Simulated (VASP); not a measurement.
These are PBE GGA, VASP's PBE PAW potentials (set 64) (plane waves; VASP) values and carry that method's errors.

VASP input:

**POSCAR**
```
Pd
1
    4.3616640000     0.0000000000     0.0000000000
   -2.1808320000     3.7773120000     0.0000000000
    0.0000000000     0.0000000000     2.6528350000
Pd
3
Direct
  0.0000000000   0.0000000000   0.0000000000
  0.3333330000   0.6666670000   0.5000000000
  0.6666670000   0.3333330000   0.5000000000
```

### KPOINTS
```
K-points
0
G
  9 9 12
0 0 0
```

### INCAR
```
! general
SYSTEM =Pd
PREC   =Accurate
ENCUT  =300   ! plane-wave cut-off (eV)
LREAL  =.False.
LASPH  =.True.   ! aspherical one-centre terms

! electronic loop
EDIFF  =1E-6
NELM   =100   ! most electronic steps
ALGO   =Normal   ! blocked Davidson
LMAXMIX=4

! smearing
ISMEAR =0   ! Gaussian
SIGMA  =0.05

! functional
GGA    =PE   ! PBE

! ions
IBRION =2
NSW    =50
ISIF   =3   ! ions, shape and volume
EDIFFG =-0.01   ! ionic stop

! output
LWAVE  =.False.
LCHARG =.False.
```

POTCAR, in this order: Pd (PBE.64 set). Program: vasp_std.

What will the output report for the number of irreducible k-points (NKPTS), largest plane-wave count, number of space-group operations, FFT grid (NGX, NGY, NGZ)?

- number of irreducible k-points (NKPTS) = 84
- largest plane-wave count = 529
- number of space-group operations = 24
- FFT grid (NGX, NGY, NGZ) = 28 × 28 × 16

The structure was generated: Pd was put into an ordered model structure, which need not be its known phase. This run relaxes it. Symmetry was kept, so distortions that lower it aren't found. The run is one of a series of settings (EDIFFG = -0.01, IBRION = 2, ISIF = 3, NSW = 50 against the base run), some of them coarse on purpose.
